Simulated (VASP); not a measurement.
An input for Quantum ESPRESSO's pw.x (written as the equivalent of a VASP run, and not itself run):

```
&CONTROL
  calculation = 'scf'
  pseudo_dir = './pseudo'
  outdir = './out'
  tprnfor = .true.
  tstress = .true.
/
&SYSTEM
  ibrav = 0
  nat = 2
  ntyp = 2
  ecutwfc = 70
  occupations = 'smearing'
  smearing = 'gaussian'
  degauss = 0.00147
  input_dft = 'pbe'
/
&ELECTRONS
  conv_thr = 7.3e-08
  electron_maxstep = 100
/
ATOMIC_SPECIES
  In 114.818 In.upf
  P 30.974 P.upf
CELL_PARAMETERS angstrom
     0.0000000    2.9413480    2.9413480
     2.9413480    0.0000000    2.9413480
     2.9413480    2.9413480    0.0000000
ATOMIC_POSITIONS crystal
  In   0.0000000  0.0000000  0.0000000
  P    0.2500000  0.2500000  0.2500000
K_POINTS automatic
  5 5 5 0 0 0
```

### Question
Translate this input to VASP (INCAR, KPOINTS, POSCAR, choice of POTCAR).

### Answer
Several could match; the one computed here: 
File KPOINTS:
```
Automatic mesh
0
Gamma
5 5 5
0 0 0
```

**INCAR**
```
! general
SYSTEM   =  InP
PREC     =  Accurate
ENCUT    =  300
LREAL    =  .False.
LASPH    =  .True.

! electronic loop
EDIFF    =  1E-6
NELM     =  100
ALGO     =  Normal
LMAXMIX  =  4

! smearing
ISMEAR   =  0
SIGMA    =  0.02

! functional
GGA      =  PE

! ions
ISIF     =  2

! output
LWAVE    =  .False.
LCHARG   =  .False.
```

### POSCAR
```
InP
1
    0.0000000000     2.9413480000     2.9413480000
    2.9413480000     0.0000000000     2.9413480000
    2.9413480000     2.9413480000     0.0000000000
In P
1 1
Direct
  0.0000000000   0.0000000000   0.0000000000
  0.2500000000   0.2500000000   0.2500000000
```

POTCAR, in this order: In_d P (PBE.64 set). Program: vasp_std.

Limits of the translation: the potentials are each code's own (VASP's PAW set, PseudoDojo norm-conserving files in pw.x), so ENCUT and ecutwfc are chosen apart and not converted; conv_thr bounds pw.x's estimated SCF error, while EDIFF bounds the energy change between steps.

The structure comes from a computed database's InP entry; how it stands against other phases isn't given here. The cell was not relaxed at this level.
